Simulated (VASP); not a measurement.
Consider the following.

```
CELL_PARAMETERS angstrom
      0.00000     1.91651     1.91651
      1.91651     0.00000     1.91651
      1.91651     1.91651     0.00000
ATOMIC_POSITIONS crystal
  Pd 0.00000 0.00000 0.00000
```

Level of theory: PBEsol GGA, VASP's PBE PAW potentials (set 64) (plane waves; VASP). Numerical set-up: 480 eV cut-off, 16×16×16 Γ-centred mesh, first-order Methfessel-Paxton smearing of 0.10 eV, potentials Pd.

### Question
Give the stress tensor in GPa (positive for a compressed cell).

### Answer

```
7.16  0.00  0.00
0.00  7.16  0.00
0.00  0.00  7.16
```
The pressure is its mean diagonal, 7.16 GPa.

The compound is Pd in the fcc structure. This cell was strained or had an atom moved on purpose.
